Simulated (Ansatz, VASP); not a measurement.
# WSe2 in two plane-wave programs

Wanted: the spread between two codes on one cell, functional and k mesh. The cell is a member of a volume series, scaled by 0.98 from a relaxed one, so a pressure remains.

Calculated with Ansatz 0.2.0; plane waves, with VASP 6.6.1 beside it; single point at r2SCAN with rVV10.

### 1. Starting point

It takes space group P6_3/mmc (No. 194, hexagonal). Conventional cell: a = 3.275 Å, b = 3.275 Å, c = 13.071 Å, α = 90.00°, β = 90.00°, γ = 120.00°. Nearest to W lie 6 Se at 2.51 Å. Nearest to Se lie 3 W at 2.51 Å. Farther neighbours and most contacts between anions are not listed.

### 2. Ansatz: single point, r2SCAN with rVV10

Ansatz runs on its default PAW (the set named soft_2) files.

A single point gives forces, pressure and levels at one fixed geometry, so differences don't come from the geometry; what else differs is listed under the comparison.

input.yaml

```yaml
crystal:
  lattice:
    - [3.2750530133, 0.0, 0.0]
    - [-1.6375265067, 2.8362791083, 0.0]
    - [0.0, 0.0, 13.0709195674]
  atoms:
    - { symbol: W, position: [0.3333333333, 0.6666666667, 0.25] }
    - { symbol: W, position: [0.6666666667, 0.3333333333, 0.75] }
    - { symbol: Se, position: [0.3333333333, 0.6666666667, 0.623466312] }
    - { symbol: Se, position: [0.6666666667, 0.3333333333, 0.123466312] }
    - { symbol: Se, position: [0.3333333333, 0.6666666667, 0.876533688] }
    - { symbol: Se, position: [0.6666666667, 0.3333333333, 0.376533688] }
hamiltonian:
  xc: r2scan
  pseudopotentials: { kind: paw }
  dispersion: rvv10
kpoints:
  mp_grid: { grid: [9, 9, 2] }
scf:
  occupations: { method: gaussian, width: 0.05 }
  n_extra_bands: 5
output:
  forces: true
  stress: true
  eigenvalues: true
  write_density: true
  write_potential: true
  elf: true
  volumetric_format: npy
```

Started as:

```
> ansatz run input.yaml --threads 4 --pin off --max-ram 9216MiB --backend cpu --events-out ev --progress --plain --runs-dir out
```

Numbers of over 12 decimals in the logs are rounded to 6 here.

Output:

```text
scf.n_extra_bands = 5 over 46 filled bands (N_el = 92.0): the run solves 51 bands
Engine: ansatz 0.2.0, x86_64-unknown-linux-gnu
Pseudopotentials: kind: paw
Pseudopotential: W, paw, valence charge 14, recommended cutoff 500 eV (meta_gga), W.paw.azcp
Pseudopotential: Se, paw, valence charge 16, recommended cutoff 500 eV (meta_gga), Se.paw.azcp
Functional definition: r2SCAN+rVV10
  parameter k0 = 0.174
  parameter k1 = 0.065
  parameter a1 = 4.9479
  exchange = r2scan_x(k0 = k0, k1 = k1, a1 = a1)
  correlation = r2scan_c + rvv10(11.95, 0.0093)
Crystal: 6 atoms, lattice volume = 121.415 Å³
Basis set: ecut = 500 eV, 3053 PW (Γ), exchange–correlation on 108×108×432 points (64 copies of the dense FFT grid, shifted against one another)
Bands: 51, of which v1, the nominal top of the filled ones, is band 46 counted from 1 (45 counted from 0)
Symmetry: 24 space group operations
Space group: P63/mmc (ITA 194), of the structure as read, at distance tolerance 5.0e-5 Å
k-points: 24 of 162
Non-local potential: W, projectors of the file, l = 0: 3, l = 1: 2, l = 2: 2, l = 3: 1
Non-local potential: Se, projectors of the file, l = 0: 2, l = 1: 2, l = 2: 3, l = 3: 1
PAW form: soft (Blöchl's): semilocal exchange-correlation on the pseudo side does not see the compensation charge
rVV10 density: all electrons in the spheres
PAW frozen core: W, regenerated for the run's functional (the file was generated under x = pbe(κ = 0.804, μ = 0.219515), c = pbe(β = 0.066725))
PAW frozen core: Se, regenerated for the run's functional (the file was generated under x = pbe(κ = 0.804, μ = 0.219515), c = pbe(β = 0.066725))
PAW one-centre angular grid: W, 590 points (default); XC on 160 Gauss nodes
PAW one-centre angular grid: Se, 590 points (default); XC on 160 Gauss nodes
Initial density: superposition of atomic densities (neutral atoms: chi_scale 0, normalization atom), corrected by the library's trained network
Initial wavefunctions: pseudopotential atomic-orbital guess
Functional: x = r2scan, c = r2scan + rvv10(b = 11.95, C = 0.0093); τ floored in thin density (d = 2e-4 eV/Å³)
SCF iter   1: F=—  HF=-42699.836367 eV  |F-HF|=—  |Δ(HF+E_count)|=         —  Δρ=5.70e-3  dr2=3.77e-2  dr2_τ=9.17e-2  ethr=1.77e-3  ⟨swp⟩=6.0  Hψ=4374  notcnv=0
preconditioner: auto → Resta (q_TF=auto, 2.605 Å⁻¹)  ε∞=6.8  [insulator: Δε(μ)=1.232 eV  Ē_g=8.389 eV  σ=0.050 eV  W_gap=1.00  n_scr=40 (ndim 8)  ℏωp=20.2 eV  f_vac=0.058  D(μ)=0.00/eV (n_scr^D=0)  ε∞_Penn≈6.8]
SCF iter   2: F=—  HF=-42699.967193 eV  |F-HF|=—  |Δ(HF+E_count)|=   1.31e-1  Δρ=3.77e-3  dr2=9.55e-3  dr2_τ=1.26e-3  ethr=4.10e-5  ⟨swp⟩=2.0  Hψ=2573  notcnv=0  defer=22
SCF iter   3: F=—  HF=-42699.975370 eV  |F-HF|=—  |Δ(HF+E_count)|=   8.18e-3  Δρ=1.43e-3  dr2=1.54e-3  dr2_τ=1.03e-4  ethr=1.04e-5  ⟨swp⟩=2.0  Hψ=1551  notcnv=0  defer=22
SCF iter   4: F=—  HF=-42699.976628 eV  |F-HF|=—  |Δ(HF+E_count)|=   1.26e-3  Δρ=1.83e-4  dr2=4.32e-5  dr2_τ=5.42e-6  ethr=1.67e-6  ⟨swp⟩=2.0  Hψ=1778  notcnv=0  defer=22
SCF iter   5: F=—  HF=-42699.976621 eV  |F-HF|=—  |Δ(HF+E_count)|=   6.55e-6  Δρ=7.29e-5  dr2=9.96e-6  dr2_τ=6.20e-7  ethr=4.70e-8  ⟨swp⟩=2.0  Hψ=2258  notcnv=0  defer=22
SCF iter   6: F=—  HF=-42699.976624 eV  |F-HF|=—  |Δ(HF+E_count)|=   2.72e-6  Δρ=2.13e-5  dr2=5.22e-7  dr2_τ=2.18e-8  ethr=1.08e-8  ⟨swp⟩=3.0  Hψ=2137  notcnv=0  defer=22
SCF iter   7: F=-42699.976624 eV  HF=-42699.976624 eV  |F-HF|=1.36e-8  |Δ(HF+E_count)|=   3.56e-7  Δρ=3.59e-6  dr2=1.03e-8  dr2_τ=1.52e-9  ethr=1.09e-10  ⟨swp⟩=14.4  Hψ=10156  notcnv=0
SCF 1 converged in 7 iterations: F = -42699.976624 eV  dr2 = 1.03e-8
  greatest PAW one-centre occupation: 1.000 electrons in one spin orbital (limit 2), on the Se atom at site 5 (counted from 0), in its partial waves of l = 2
SCF converged after 7 iterations
Free energy (F): -42699.976624 eV
Harris-Foulkes:  -42699.976624 eV  (|F-HF|=1.36e-8)
Internal energy: -42699.976624 eV  (E = F + TS)
E sigma→0 (E₀):  -42699.976624 eV
Fermi energy:    13.405973 eV
--- Per-component energies (eV) ---
  E_band       = -1768.651711
  E_kinetic    = 1384.158653
  E_local      = -11671.017776  (includes V_loc(G=0)·N_el)
  E_nonlocal   = -2376.546479
  E_hartree    = 5616.765974
  E_xc         = -883.855912
  E_vxc        = -945.586136  (∫ρ·V_xc dr)
  E_paw        = -24887.505625  (= ΣΔE_a)
  E_vpaw       = 559.235025  (= ΣTr[D̂ρ^β])
  E_aug_tail   = -0.000904  (compensation charges beyond the density's cutoff)
  E_vtau       = 47.572112  (kinetic-family band-sum trace: ∫τ·v_τ [+ j·A + Jᵃ·Aᵃ] dr)
  E_ewald      = -9873.739576
  E_core_change = -8.234979  (= ΣΔE_core)
  E_smearing   = -0.000000  (= −TS)
  E_closure    = 0.000000  (closes the sum)
  Σ components = -42699.976624   (vs F -42699.976624, Δ=0.00e0)
--- Forces (eV/Å), atoms counted from 1 ---
  atom   1  W      0.00000000     0.00000000     0.00000000
  atom   2  W     -0.00000000    -0.00000000     0.00000000
  atom   3  Se     0.00000000     0.00000000    -0.37677673
  atom   4  Se     0.00000000    -0.00000000    -0.37677673
  atom   5  Se     0.00000000     0.00000000     0.37677673
  atom   6  Se     0.00000000    -0.00000000     0.37677673
  max |Σ_I F_I| component: 6.94e-18 eV/Å
--- Stress (GPa, compression-positive) ---
        3.123597      -0.000000       0.000000
       -0.000000       3.123597       0.000000
        0.000000       0.000000       3.526894
  P = ⅓ Tr σ = 3.2580 GPa (32.580 kbar)
--- Band table (eV; the first three rows and the last of 24) ---
  k-point 0: bands = [... 42 lower, 11.1077, 11.4866, 11.6610, 12.7901, 15.6232, 15.6232, 15.6641, 15.6641, ... 1 higher]
  k-point 1: bands = [... 42 lower, 11.0845, 11.0845, 12.5285, 12.5285, 15.6307, 15.6307, 15.6307, 15.6307, ... 1 higher]
  k-point 2: bands = [... 42 lower, 10.9942, 11.6849, 11.7537, 12.4812, 15.1456, 15.3375, 15.4539, 15.4549, ... 1 higher]
  k-point 23: bands = [... 42 lower, 9.8922, 9.8922, 12.4022, 12.4022, 14.1906, 14.1906, 15.4402, 15.4402, ... 1 higher]
```

The job ended after 2.9 s (4 threads of AMD EPYC 9R45 (Zen 5), shared host; peak memory 0.95 GiB; 11 s of CPU time).

The column dr2 measures how far the density is from self-consistency, as an energy; F and HF (Harris–Foulkes) agree once it is small.

The run ends at a pressure of 3.26 GPa, with forces up to 0.38 eV/Å.

### 3. VASP: single point, r2SCAN with rVV10

The same cell, functional, mesh and smearing now go to VASP, with its own data sets and cutoff.

Lines of VASP's logs that name or quote its potential files are left out, and so is its time.

INCAR

```
SYSTEM = WSe2
PREC = Accurate
ENCUT = 400
EDIFF = 1E-06
NELM = 100
ISMEAR = 0
SIGMA = 0.05
LREAL = .FALSE.
ALGO = Normal
METAGGA = R2SCAN
LUSE_VDW = .TRUE.
IVDW_NL = 2
BPARAM = 11.95
CPARAM = 0.0093
LASPH = .TRUE.
NBANDS = 24
LORBIT = 11
LWAVE = .FALSE.
LCHARG = .FALSE.
KPAR = 4
ISIF = 2
```

POSCAR

```
WSe2
1.0
    3.2750530133      0.0000000000      0.0000000000
   -1.6375265067      2.8362791083      0.0000000000
    0.0000000000      0.0000000000     13.0709195674
W Se
2 4
Direct
    0.3333333333      0.6666666667      0.2500000000
    0.6666666667      0.3333333333      0.7500000000
    0.3333333333      0.6666666667      0.6234663120
    0.6666666667      0.3333333333      0.1234663120
    0.3333333333      0.6666666667      0.8765336880
    0.6666666667      0.3333333333      0.3765336880
```

KPOINTS

```
Automatic mesh
0
Gamma
9 9 2
0 0 0
```

The projector-augmented-wave data sets are W and Se (PBE family, release 64).

Started as:

```
> mpirun -np 4 vasp_std
```

Output:

```text
[banner, memory and clock lines left out]
running    4 mpi-ranks, on    1 nodes
 distrk:  each k-point on    1 cores,    4 groups
 distr:  one band on    1 cores,    1 groups

 POSCAR found type information on POSCAR W Se
 POSCAR found :  2 types and       6 ions
|                                                                             |
|               ----> ADVICE to this user running VASP <----                  |
|                                                                             |
|     You have switched on vdW-DFT.                                           |
|     This routine was written and supplied by Jiri Klimes. We recommend      |
|     that you carefully read and cite the following publications:            |
|       J. Klimes, D.R. Bowler, A. Michelides                                 |
|          J. Phys.: Cond Matt. 22 022201 (2010)                              |
|       J. Klimes, D.R. Bowler, A. Michelides                                 |
|          Phys. Rev. B. 83, 195131 (2011)                                    |
|     and references therein.                                                 |
|                                                                             |

|                                                                             |
|               ----> ADVICE to this user running VASP <----                  |
|                                                                             |
|     You enforced a specific xc type in the INCAR file but a different       |
|     [... a line on the potential file left out ...]
|     I HOPE YOU KNOW WHAT YOU ARE DOING!                                     |
|                                                                             |

 LDA part: xc-table for (None), standard interpolation
 POSCAR, INCAR and KPOINTS ok, starting setup
 FFT: planning ... GRIDC
 FFT: planning ... GRID_SOFT
 FFT: planning ... GRID
 WAVECAR not read
 entering main loop
       N       E                     dE             d eps       ncg     rms          rms(c)
Total rVV10 correction in eV:      0.7078159    50.8315464
Total rVV10 correction in eV:      0.7078159    50.8315464
Total rVV10 correction in eV:      0.7078159    50.8315464
Total rVV10 correction in eV:      0.7078159    50.8315464
DAV:   1     0.460333289517E+02    0.46033E+02   -0.14021E+04  1152   0.110E+03
DAV:   2    -0.154644017568E+03   -0.20068E+03   -0.19221E+03  1584   0.250E+02
DAV:   3    -0.167869839000E+03   -0.13226E+02   -0.13132E+02  1536   0.657E+01
DAV:   4    -0.168104743073E+03   -0.23490E+00   -0.23424E+00  1536   0.914E+00
DAV:   5    -0.168110439928E+03   -0.56969E-02   -0.56924E-02  1544   0.121E+00    0.302E+01
Total rVV10 correction in eV:      0.7102937    50.8315461
Total rVV10 correction in eV:      0.7102937    50.8315461
Total rVV10 correction in eV:      0.7102937    50.8315461
Total rVV10 correction in eV:      0.7102937    50.8315461
DAV:   6    -0.163269585376E+03    0.48409E+01   -0.92517E+00  1608   0.154E+01    0.131E+01
Total rVV10 correction in eV:      0.7104881    50.8315461
Total rVV10 correction in eV:      0.7104881    50.8315461
Total rVV10 correction in eV:      0.7104881    50.8315461
Total rVV10 correction in eV:      0.7104881    50.8315461
DAV:   7    -0.163166817914E+03    0.10277E+00   -0.43973E+00  1560   0.120E+01    0.900E+00
Total rVV10 correction in eV:      0.7180346    50.8315461
Total rVV10 correction in eV:      0.7180346    50.8315461
Total rVV10 correction in eV:      0.7180346    50.8315461
Total rVV10 correction in eV:      0.7180346    50.8315461
DAV:   8    -0.162998388652E+03    0.16843E+00   -0.63495E-01  1584   0.519E+00    0.951E-01
Total rVV10 correction in eV:      0.7210410    50.8315461
Total rVV10 correction in eV:      0.7210410    50.8315461
Total rVV10 correction in eV:      0.7210410    50.8315461
Total rVV10 correction in eV:      0.7210410    50.8315461
DAV:   9    -0.162998770614E+03   -0.38196E-03   -0.61927E-02  1504   0.147E+00    0.896E-01
Total rVV10 correction in eV:      0.7247416    50.8315461
Total rVV10 correction in eV:      0.7247416    50.8315461
Total rVV10 correction in eV:      0.7247416    50.8315461
Total rVV10 correction in eV:      0.7247416    50.8315461
DAV:  10    -0.163000904969E+03   -0.21344E-02   -0.12669E-02  1400   0.641E-01    0.243E-01
Total rVV10 correction in eV:      0.7242352    50.8315461
Total rVV10 correction in eV:      0.7242352    50.8315461
Total rVV10 correction in eV:      0.7242352    50.8315461
Total rVV10 correction in eV:      0.7242352    50.8315461
DAV:  11    -0.163000780652E+03    0.12432E-03   -0.62806E-04  1536   0.164E-01    0.367E-01
Total rVV10 correction in eV:      0.7249691    50.8315461
Total rVV10 correction in eV:      0.7249691    50.8315461
Total rVV10 correction in eV:      0.7249691    50.8315461
Total rVV10 correction in eV:      0.7249691    50.8315461
DAV:  12    -0.163000820029E+03   -0.39377E-04   -0.23202E-04  1584   0.102E-01    0.612E-02
Total rVV10 correction in eV:      0.7248205    50.8315461
Total rVV10 correction in eV:      0.7248205    50.8315461
Total rVV10 correction in eV:      0.7248205    50.8315461
Total rVV10 correction in eV:      0.7248205    50.8315461
DAV:  13    -0.163000825877E+03   -0.58482E-05   -0.41695E-05  1504   0.397E-02    0.296E-02
Total rVV10 correction in eV:      0.7248413    50.8315461
Total rVV10 correction in eV:      0.7248413    50.8315461
Total rVV10 correction in eV:      0.7248413    50.8315461
Total rVV10 correction in eV:      0.7248413    50.8315461
DAV:  14    -0.163000826141E+03   -0.26385E-06   -0.33242E-06  1408   0.118E-02
Total rVV10 correction in eV:      0.7248357    50.8315461
Total rVV10 correction in eV:      0.7248357    50.8315461
Total rVV10 correction in eV:      0.7248357    50.8315461
Total rVV10 correction in eV:      0.7248357    50.8315461
Total rVV10 correction in eV:      0.7248524    50.8315461
Total rVV10 correction in eV:      0.7248524    50.8315461
Total rVV10 correction in eV:      0.7248524    50.8315461
Total rVV10 correction in eV:      0.7248524    50.8315461
   1 F= -.16300083E+03 E0= -.16300083E+03  d E =-.220649E-11
```

Parts of OUTCAR (step 3):

```text
ion  position               nearest neighbor table
   1  0.333  0.667  0.250-   4 2.51   6 2.51   4 2.51   6 2.51   4 2.51   6 2.51
   2  0.667  0.333  0.750-   3 2.51   5 2.51   3 2.51   5 2.51   3 2.51   5 2.51
   3  0.333  0.667  0.623-   2 2.51   2 2.51   2 2.51
   4  0.667  0.333  0.123-   1 2.51   1 2.51   1 2.51
   5  0.333  0.667  0.877-   2 2.51   2 2.51   2 2.51
   6  0.667  0.333  0.377-   1 2.51   1 2.51   1 2.51

  LATTYP: Found a hexagonal cell.
 ALAT       =     3.2750530133
 C/A-ratio  =     3.9910558743

 Subroutine GETGRP returns: Found 24 space group operations
 (whereof 12 operations were pure point group operations)

The static configuration has the point symmetry D_3d.
 The point group associated with its full space group is D_6h.

 Found     24 irreducible k-points:

   k-points           NKPTS =     24   k-points in BZ     NKDIM =     24   number of bands    NBANDS=     24

   dimension x,y,z NGX =    24 NGY =   24 NGZ =   90
   dimension x,y,z NGXF=    48 NGYF=   48 NGZF=  180

   ENCUT  =  400.0 eV  29.40 Ry    5.42 a.u.   5.34  5.34 21.32*2*pi/ulx,y,z

   NELECT =      36.0000    total number of electrons

 k-points in reciprocal lattice and weights: Automatic mesh
   0.00000000  0.00000000  0.00000000       0.006
   0.11111111  0.00000000  0.00000000       0.037
   0.22222222  0.00000000  0.00000000       0.037
   0.33333333  0.00000000  0.00000000       0.037
   0.44444444  0.00000000  0.00000000       0.037
   0.11111111  0.11111111  0.00000000       0.037
   0.22222222  0.11111111  0.00000000       0.074
   0.33333333  0.11111111  0.00000000       0.074
   0.44444444  0.11111111  0.00000000       0.037
[...]
0.33333333  0.22222222  0.50000000       0.074
   0.33333333  0.33333333  0.50000000       0.012

 average (electrostatic) potential at core
       1 -46.4763       2 -46.4763       3 -57.7565       4 -57.7565       5 -57.7565
       6 -57.7565

 E-fermi :   5.3377

 k-point     1 :       0.0000    0.0000    0.0000
  band No.  band energies     occupation
    ...
     14       3.4415      2.00000
     15       3.4415      2.00000
     16       3.8505      2.00000
     17       3.9995      2.00000
     18       5.1245      2.00000
     19       7.9621      0.00000
     20       7.9622      0.00000
     21       8.0055      0.00000
     22       8.0055      0.00000
     23       8.0944      0.00000
    ...

 k-point     2 :       0.1111    0.0000    0.0000
  band No.  band energies     occupation
    ...
     14       3.1295      2.00000
     15       3.3364      2.00000
     16       4.0230      2.00000
     17       4.1139      2.00000
     18       4.8170      2.00000
     19       7.4849      0.00000
     20       7.6673      0.00000
     21       7.7835      0.00000
     22       7.7926      0.00000
     23       7.8268      0.00000
    ...

 k-point     3 :       0.2222    0.0000    0.0000
  band No.  band energies     occupation
    ...
     14       2.8683      2.00000
     15       2.9058      2.00000
     16       3.6626      2.00000
     17       3.8462      2.00000
     18       4.0136      2.00000
     19       6.6731      0.00000
     20       7.3689      0.00000
     21       7.5375      0.00000
     22       7.5950      0.00000
     23       7.5990      0.00000
    ...

  Total        2.2506957      2.2506957      2.5618646     -0.0000000     -0.0000000     -0.0000000
  in kB       29.6998270     29.6998270     33.8059625     -0.0000000     -0.0000000     -0.0000000
  external PRESSURE =      31.0685389 kB  Pullay stress =       0.0000000 kB

  energy-cutoff  :      400.00
  volume of cell :      121.42
      direct lattice vectors                 reciprocal lattice vectors
     3.275053013  0.000000000  0.000000000     0.305338569  0.176287305  0.000000000
    -1.637526507  2.836279108  0.000000000     0.000000000  0.352574610  0.000000000
     0.000000000  0.000000000 13.070919567     0.000000000  0.000000000  0.076505711

 POSITION                                       TOTAL-FORCE (eV/Angst)
 -----------------------------------------------------------------------------------
     -0.00000      1.89085      3.26773        -0.000000     -0.000000      0.000000
      1.63753      0.94543      9.80319        -0.000000      0.000000      0.000000
     -0.00000      1.89085      8.14928        -0.000000      0.000000     -0.358011
      1.63753      0.94543      1.61382        -0.000000      0.000000     -0.358011
     -0.00000      1.89085     11.45710         0.000000     -0.000000      0.358011
      1.63753      0.94543      4.92164         0.000000      0.000000      0.358011
 -----------------------------------------------------------------------------------
    total drift:                               -0.000000      0.000000     -0.000000

  FREE ENERGIE OF THE ION-ELECTRON SYSTEM (eV)
  ---------------------------------------------------
  free  energy   TOTEN  =      -163.0008261412 eV

  energy  without entropy=     -163.0008261412  energy(sigma->0) =     -163.00082614

 total charge
# of ion       s       p       d       tot
------------------------------------------
    1        0.524   0.649   4.239   5.412
    2        0.524   0.649   4.239   5.412
    3        1.474   2.406   0.074   3.954
    4        1.474   2.406   0.074   3.954
    5        1.474   2.406   0.074   3.954
    6        1.474   2.406   0.074   3.954
--------------------------------------------------
tot          6.942  10.922   8.775  26.639

[... 3 further parts left out ...]
```

This run has no spin polarisation, although W can carry a moment. The scan keeps the cell's shape and the fractional positions fixed. The data set W keeps the semicore shell frozen, which is cheaper and a little less accurate.

(Continued in part 2 of 2.)

[Lines on the potential files, build, host, timing and source positions are cut from VASP's logs without a mark.]

[Logs are printed without paths, hosts, clocks, repeated set-up lines and the standing remarks that a program may print on its own settings, such as how far it seeks lower states.]

[Hosts, paths, dates, database ids (printed as entryN), source tags and the programs' standing remarks are cut or masked in the printed files.]
